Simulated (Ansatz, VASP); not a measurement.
# BiSb: VASP beside Ansatz, part 2 of 2

Aim: how closely do two programs agree when they are given the same cell, functional and k mesh? The cell is generated by rule, not measured, and may not be a known phase. The cell is taken from a series of runs on this material, whose earlier steps may have relaxed, scaled, displaced or heated it; both programs get it as it stands.

VASP 6.6.1 and Ansatz 0.2.0.

So far: The structure; Ansatz: relaxation of cell and atoms, PBEsol, pair 1; VASP: relaxation of cell and atoms, PBEsol, pair 1; Differences.

**5. VASP: relaxation of cell and atoms, PBEsol, pair 2**

Level of this step: PBEsol; plane waves and PAW (Bi_d, Sb); invented cell (VASP).

The relaxed volume is the usual yardstick between codes: in a stiff, nearly cubic crystal its relative difference is about their pressure difference at one cell divided by the bulk modulus. This pair takes another cell of the material, with 2 atoms against 4 for the pair before.

Input file INCAR:

```
SYSTEM = BiSb
PREC = Accurate
ENCUT = 500
EDIFF = 1E-07
NELM = 120
ISMEAR = 1
SIGMA = 0.15
LREAL = .FALSE.
ALGO = Normal
GGA = PS
NBANDS = 16
LORBIT = 11
LWAVE = .FALSE.
LCHARG = .FALSE.
ISIF = 3
IBRION = 2
NSW = 80
EDIFFG = -0.005
LASPH = .TRUE.
GGA_COMPAT = .FALSE.
NELMIN = 4
KPAR = 2
```

Input file POSCAR:

```
BiSb
1.0
   -2.2288360000      2.2288360000      3.1387540000
    2.2288360000     -2.2288360000      3.1387540000
    2.2288360000      2.2288360000     -3.1387540000
Bi Sb
1 1
Direct
    0.0000000000      0.0000000000      0.0000000000
    0.5000000000      0.5000000000      0.0000000000
```

Input file KPOINTS:

```
Automatic mesh
0
Gamma
12 12 12
0 0 0
```

PAW data sets: Bi_d and Sb (PBE family, release 64).

Started as:

```bash
$ mpirun -np 2 vasp_std
```

Numbers of over 12 decimals in the logs are rounded to 6 here.

The program printed:

```text
[banner, memory and clock lines left out]
running    2 mpi-ranks, on    1 nodes
[...]
[... a notice as in an earlier step ...]

 LDA part: xc-table for (Slater+PW92), standard interpolation
 POSCAR, INCAR and KPOINTS ok, starting setup
[...]
entering main loop
       N       E                     dE             d eps       ncg     rms          rms(c)
DAV:   1     0.144946885763E+03    0.14495E+03   -0.95234E+03  5224   0.121E+03
DAV:   2     0.118548423962E+00   -0.14483E+03   -0.14259E+03  5976   0.325E+02
DAV:   3    -0.864200876028E+01   -0.87606E+01   -0.87152E+01  6528   0.848E+01
DAV:   4    -0.884627148226E+01   -0.20426E+00   -0.20423E+00  6376   0.149E+01
[...]
DAV:  11    -0.881833120598E+01    0.22607E-06   -0.22611E-06  6352   0.723E-03    0.158E-03
DAV:  12    -0.881833077359E+01    0.43239E-06   -0.22464E-07  6504   0.482E-03    0.214E-04
DAV:  13    -0.881833076223E+01    0.11362E-07   -0.76588E-09  3688   0.658E-04
   1 F= -.88183308E+01 E0= -.88183848E+01  d E =-.881833E+01
[...]
DAV:   4    -0.881862594824E+01   -0.16253E-04   -0.30856E-04  5960   0.157E-01    0.111E-02
DAV:   5    -0.881862535193E+01    0.59630E-06   -0.13313E-05  7792   0.466E-02    0.147E-03
DAV:   6    -0.881862533267E+01    0.19268E-07   -0.75395E-07  6088   0.690E-03
   2 F= -.88186253E+01 E0= -.88186694E+01  d E =-.294570E-03
 trial-energy change:   -0.000295  1 .order   -0.000291   -0.000971    0.000390
 step:   0.7170(harm=  0.7134)  dis= 0.00000  next Energy=    -8.818680 (dE=-0.350E-03)
[...]
N       E                     dE             d eps       ncg     rms          rms(c)
DAV:   1    -0.881901413907E+01   -0.38879E-03   -0.11128E-02  6160   0.856E-01    0.773E-02
DAV:   2    -0.881879005377E+01    0.22409E-03   -0.41343E-04  6344   0.228E-01    0.467E-02
DAV:   3    -0.881867700428E+01    0.11305E-03   -0.27158E-04  6720   0.179E-01    0.687E-03
DAV:   4    -0.881867864170E+01   -0.16374E-05   -0.31709E-05  5936   0.538E-02    0.312E-03
DAV:   5    -0.881867841127E+01    0.23043E-06   -0.11045E-06  7440   0.138E-02    0.453E-04
DAV:   6    -0.881867842754E+01   -0.16267E-07   -0.65109E-08  3832   0.220E-03
   3 F= -.88186784E+01 E0= -.88187220E+01  d E =-.347665E-03
[...]
reached required accuracy - stopping structural energy minimisation
```

From OUTCAR (step 5):

```text
  Total        0.0016729      0.0016729      0.0029645      0.0000000     -0.0000000      0.0000000
  in kB        0.0430022      0.0430022      0.0762018      0.0000000     -0.0000000      0.0000000
  external PRESSURE =       0.0540688 kB  Pullay stress =       0.0000000 kB

 POSITION                                       TOTAL-FORCE (eV/Angst)
 -----------------------------------------------------------------------------------
      0.00000      0.00000      0.00000         0.000000     -0.000000      0.000000
      0.00000      0.00000      3.14693        -0.000000      0.000000     -0.000000
 -----------------------------------------------------------------------------------
    total drift:                               -0.000000     -0.000000      0.000000

  FREE ENERGIE OF THE ION-ELECTRON SYSTEM (eV)
  ---------------------------------------------------
  free  energy   TOTEN  =        -8.8186784275 eV

  energy  without entropy=       -8.8188092456  energy(sigma->0) =       -8.81872203

[... 1 part as in an earlier step ...]

[... 3 further parts left out ...]
[key lines of the parts left out:]
E-fermi :   7.0162
```

The run keeps the 16 symmetry operations of its start, so it cannot find a distortion of lower symmetry.

**6. Ansatz: relaxation of cell and atoms, PBEsol, pair 2**

The same cell, functional, mesh and smearing now go to Ansatz, which takes its cutoff from its data sets.

The cell is taken from a series of runs on this material, whose earlier steps may have relaxed, scaled, displaced or heated it; both programs get it as it stands.

Input file input.yaml:

```yaml
crystal:
  lattice:
    - [-2.2288364236, 2.2288364236, 3.1387536532]
    - [2.2288364236, -2.2288364236, 3.1387536532]
    - [2.2288364236, 2.2288364236, -3.1387536532]
  atoms:
    - { symbol: Bi, position: [0.0, 0.0, 0.0] }
    - { symbol: Sb, position: [0.5, 0.5, 0.0] }
kpoints:
  mp_grid: { grid: [12, 12, 12] }
hamiltonian:
  xc: pbesol
scf:
  occupations: { method: methfessel_paxton, width: 0.15 }
output:
  forces: true
  stress: true
  eigenvalues: true
relax:
  adjacent_minimum: "off"
  f_tol: 0.001
  max_steps: 60
  cell: { stress_tol: 0.01 }
```

Started as:

```bash
$ ansatz run input.yaml --threads 4 --pin off --max-ram 7168MiB --backend cpu --events-out ev --progress --plain --runs-dir out
```

The program printed:

```text
[...]
Crystal: 2 atoms, lattice volume = 62.370 Å³
Basis set: ecut = 420 eV, 1243 PW (Γ), exchange–correlation on 60×60×60 points (8 copies of the dense FFT grid, shifted against one another)
Bands: 19, of which v1, the nominal top of the filled ones, is band 15 counted from 1 (14 counted from 0)
Symmetry: 16 space group operations
[...]
k-points: 163 of 1728
[...]
k-point 162: bands = [... 11 lower, 2.2789, 4.8516, 6.8745, 6.8745, 12.6565, 15.6026, 15.6026, 17.6703]
--- Relaxed structure (3 steps of the walk, 3 accepted, 1 SCFs on fresh bases) ---
[...]
cell:  # Å, volume = 62.3505 Å³
    - [-2.225450, 2.225450, 3.147342]
    - [2.225450, -2.225450, 3.147342]
    - [2.225450, 2.225450, -3.147342]
  atoms:
    - { symbol: Bi, position: [0, 0, 0] }
    - { symbol: Sb, position: [0.5, 0.5, 0] }
[key lines of the parts left out:]
SCF converged after 6 iterations
Free energy (F): -18650.039587 eV
Fermi energy:    10.276521 eV
P = ⅓ Tr σ = -0.0020 GPa (-0.020 kbar)
```

**7. Side by side**

What differs besides the data sets and the points named for the pairs above, as far as they apply: the data sets hold 30 valence electrons in Ansatz (on its default PAW (the set named soft_2) files) and 20 in VASP. Total energies have different zeros and are not compared.

Compared:

```
                                         quantity  Ansatz   VASP  difference
                                      volume (Å³)   62.35  62.33     +0.03 %
edge a after relaxation, in the typed setting (Å)   4.451  4.450     +0.01 %
```

**8. Ansatz: relaxation of cell and atoms, PBEsol, pair 3**

The relaxed volume is the usual yardstick between codes: in a stiff, nearly cubic crystal its relative difference is about their pressure difference at one cell divided by the bulk modulus. This pair takes another cell of the material, with 4 atoms against 2 for the pair before.

The cell is taken from a series of runs on this material, whose earlier steps may have relaxed, scaled, displaced or heated it; both programs get it as it stands.

input.yaml, the sections that differ from step 6:

```yaml
crystal:
  lattice:
    - [5.2968083104, 0.0, 0.0]
    - [-2.6484041552, 4.5871705558, 0.0]
    - [0.0, 0.0, 6.6025189386]
  atoms:
    - { symbol: Bi, position: [0.3333333333, 0.6666666667, 0.2288461407] }
    - { symbol: Bi, position: [0.6666666667, 0.3333333333, 0.7288461407] }
    - { symbol: Sb, position: [0.6666666667, 0.3333333333, 0.2803020731] }
    - { symbol: Sb, position: [0.3333333333, 0.6666666667, 0.7803020731] }
kpoints:
  mp_grid: { grid: [9, 9, 6] }
# hamiltonian, scf, output, relax: as in step 6
```

The program printed:

```text
[...]
Crystal: 4 atoms, lattice volume = 160.424 Å³
Basis set: ecut = 420 eV, 3089 PW (Γ), exchange–correlation on 72×72×90 points (8 copies of the dense FFT grid, shifted against one another)
Bands: 36, of which v1, the nominal top of the filled ones, is band 30 counted from 1 (29 counted from 0)
Symmetry: 12 space group operations
[...]
k-points: 48 of 486 (time reversal used)
[...]
--- Relaxed structure (4 steps of the walk, 4 accepted, 1 SCFs on fresh bases) ---
[...]
cell:  # Å, volume = 160.1754 Å³
    - [5.295925, 0, 0]
    - [-2.647963, 4.586406, 0]
    - [0, 0, 6.594495]
  atoms:
    - { symbol: Bi, position: [0.333333, 0.666667, 0.229025] }
    - { symbol: Bi, position: [0.666667, 0.333333, 0.729025] }
    - { symbol: Sb, position: [0.666667, 0.333333, 0.280123] }
    - { symbol: Sb, position: [0.333333, 0.666667, 0.780123] }
[key lines of the parts left out:]
SCF converged after 6 iterations
Free energy (F): -37299.526228 eV
Fermi energy:    7.486337 eV
P = ⅓ Tr σ = -0.0001 GPa (-0.001 kbar)
```

**9. VASP: relaxation of cell and atoms, PBEsol, pair 3**

The same cell, functional, mesh and smearing now go to VASP, with its own data sets.

Changes to INCAR since step 5:

```diff
@@ -10,3 +10,3 @@
 GGA = PS
-NBANDS = 16
+NBANDS = 26
 LORBIT = 11
```

Input file POSCAR:

```
BiSb
1.0
    5.2968080000      0.0000000000      0.0000000000
   -2.6484040000      4.5871710000      0.0000000000
    0.0000000000      0.0000000000      6.6025190000
Bi Sb
2 2
Direct
    0.3333333333      0.6666666667      0.2288461419
    0.6666666667      0.3333333333      0.7288460662
    0.6666666667      0.3333333333      0.2803021089
    0.3333333333      0.6666666667      0.7803020332
```

Input file KPOINTS:

```
Automatic mesh
0
Gamma
9 9 6
0 0 0
```

Started as:

```bash
$ mpirun -np 2 vasp_std
```

The program printed:

```text
[banner, memory and clock lines left out]
running    2 mpi-ranks, on    1 nodes
[...]
[... a notice as in an earlier step ...]

 LDA part: xc-table for (Slater+PW92), standard interpolation
 POSCAR, INCAR and KPOINTS ok, starting setup
[...]
entering main loop
       N       E                     dE             d eps       ncg     rms          rms(c)
DAV:   1     0.363936897905E+03    0.36394E+03   -0.18487E+04  2560   0.143E+03
DAV:   2     0.164200948296E+02   -0.34752E+03   -0.34317E+03  2760   0.374E+02
DAV:   3    -0.160630248060E+02   -0.32483E+02   -0.31835E+02  3156   0.136E+02
DAV:   4    -0.171570627829E+02   -0.10940E+01   -0.10931E+01  2944   0.279E+01
[...]
DAV:  13    -0.170820925720E+02   -0.24217E-06   -0.31618E-07  2778   0.321E-03    0.667E-04
DAV:  14    -0.170820928335E+02   -0.26150E-06   -0.15353E-07  2048   0.166E-03    0.194E-04
DAV:  15    -0.170820928570E+02   -0.23550E-07   -0.13410E-08  1418   0.959E-04
   1 F= -.17082093E+02 E0= -.17082561E+02  d E =-.170821E+02
[... from here on, the cycles between the ionic steps are left out ...]
   2 F= -.17082125E+02 E0= -.17082568E+02  d E =-.324220E-04
   3 F= -.17082128E+02 E0= -.17082576E+02  d E =-.348040E-04
   4 F= -.17082139E+02 E0= -.17082587E+02  d E =-.111576E-04
   5 F= -.17082162E+02 E0= -.17082611E+02  d E =-.342457E-04
   6 F= -.17082162E+02 E0= -.17082607E+02  d E =-.346384E-04
   7 F= -.17082170E+02 E0= -.17082617E+02  d E =-.418644E-04
   8 F= -.17082177E+02 E0= -.17082607E+02  d E =-.706632E-05
 trial-energy change:   -0.000007  1 .order   -0.000007   -0.000010   -0.000004
 step:   0.8121(harm=  0.8121)  dis= 0.00047  next Energy=   -17.082179 (dE=-0.909E-05)
 reached required accuracy - stopping structural energy minimisation
```

From OUTCAR (step 9):

```text
  Total        0.0077527      0.0077527     -0.0156421      0.0000000      0.0000000      0.0000000
  in kB        0.0776100      0.0776100     -0.1565885      0.0000000      0.0000000      0.0000000
  external PRESSURE =      -0.0004562 kB  Pullay stress =       0.0000000 kB

 POSITION                                       TOTAL-FORCE (eV/Angst)
 -----------------------------------------------------------------------------------
     -0.00000      3.05719      1.51146        -0.000000     -0.000000     -0.001493
      2.64760      1.52859      4.80696         0.000000     -0.000000     -0.001493
      2.64760      1.52859      1.84434        -0.000000      0.000000      0.001493
     -0.00000      3.05719      5.13984         0.000000      0.000000      0.001493
 -----------------------------------------------------------------------------------
    total drift:                               -0.000000      0.000000     -0.001166

  FREE ENERGIE OF THE ION-ELECTRON SYSTEM (eV)
  ---------------------------------------------------
  free  energy   TOTEN  =       -17.0821765918 eV

  energy  without entropy=      -17.0834678569  energy(sigma->0) =      -17.08260701

[... 2 parts as in an earlier step ...]

[... 2 further parts left out ...]
[key lines of the parts left out:]
E-fermi :   4.9523
```

**10. Comparison**

What differs besides the data sets and the points named for the pairs above, as far as they apply: the data sets hold 60 valence electrons in Ansatz (on its default PAW (the set named soft_2) files) and 40 in VASP. Total energies have different zeros and are not compared.

Both answers:

```
                                         quantity  Ansatz    VASP  difference
                                      volume (Å³)  160.18  160.05     +0.08 %
edge a after relaxation, in the typed setting (Å)   5.296   5.295     +0.01 %
edge c after relaxation, in the typed setting (Å)   6.595   6.591     +0.05 %
```

**11. Results**

```json
{
  "difference in volume (relaxation of cell and atoms, PBEsol, pair 1)": "0.12 %",
  "difference in volume (relaxation of cell and atoms, PBEsol, pair 2)": "0.033 %",
  "difference in volume (relaxation of cell and atoms, PBEsol, pair 3)": "0.080 %"
}
```

In words: The difference in volume is 0.12 % (relaxation of cell and atoms, PBEsol, pair 1), within the 1.2 % picked in this series as the mark of a large difference, as far as the stopping tolerances let one tell. The data sets hold unlike numbers of valence electrons (60 in Ansatz and 40 in VASP and 30 in Ansatz and 20 in VASP), so part of the differences comes from the potentials. 2 further runs of this series are not shown here. Such differences can come from data sets, numerical settings and the points named under the comparisons, not from the functional's error against experiment.

[Lines on the potential files, build, host, timing and source positions are cut from VASP's logs without a mark.]

[Logs are printed without paths, hosts, clocks, repeated set-up lines and the standing remarks that a program may print on its own settings, such as how far it seeks lower states.]

[Hosts, paths, dates, database ids (printed as entryN), source tags and the programs' standing remarks are cut or masked in the printed files.]
